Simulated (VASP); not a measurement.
Given:

```
CELL_PARAMETERS angstrom
      4.46827     0.00000     0.00000
      0.00000     4.46827     0.00000
      0.00000     0.00000     2.98497
ATOMIC_POSITIONS crystal
  Mg 0.00000 0.00000 0.00000
  Mg 0.50000 0.50000 0.50000
  H  0.30443 0.30443 0.00000
  H  0.80443 0.19557 0.50000
  H  0.19557 0.80443 0.50000
  H  0.69557 0.69557 0.00000
```

Computed with r2SCAN meta-GGA, VASP's PBE PAW potentials (set 64) (plane waves; VASP). Run with 400 eV cut-off, 6×6×8 Γ-centred mesh, tetrahedra with Blöchl corrections, potentials Mg H.

The path is coarsely sampled, so an indirect gap can come out somewhat too large.

Question: Give the energies of bands 1 to 7 at the high-symmetry points, in eV from the valence-band maximum.

Answer: 
| band | Γ | X | M | Z | R | A |
|---|---|---|---|---|---|---|
| 1 | -6.65 | -4.96 | -3.82 | -3.10 | -2.36 | -1.96 |
| 2 | -1.49 | -4.96 | -3.82 | -3.10 | -2.36 | -1.96 |
| 3 | -1.49 | -0.52 | -2.81 | -0.10 | -1.08 | -0.99 |
| 4 | -0.39 | -0.52 | -2.81 | -0.10 | -1.08 | -0.99 |
| 5 | 5.24 | 6.01 | 9.92 | 7.21 | 5.84 | 4.60 |
| 6 | 5.76 | 6.01 | 9.92 | 7.21 | 5.84 | 4.60 |
| 7 | 10.03 | 10.95 | 10.00 | 7.57 | 7.54 | 4.74 |

The gap is indirect, 4.39 eV, from the valence maximum at (0.17, 0.17, 0.00) to the conduction minimum at A-Z at 0.20.

The compound is MgH2 in the rutile structure. It was relaxed first.
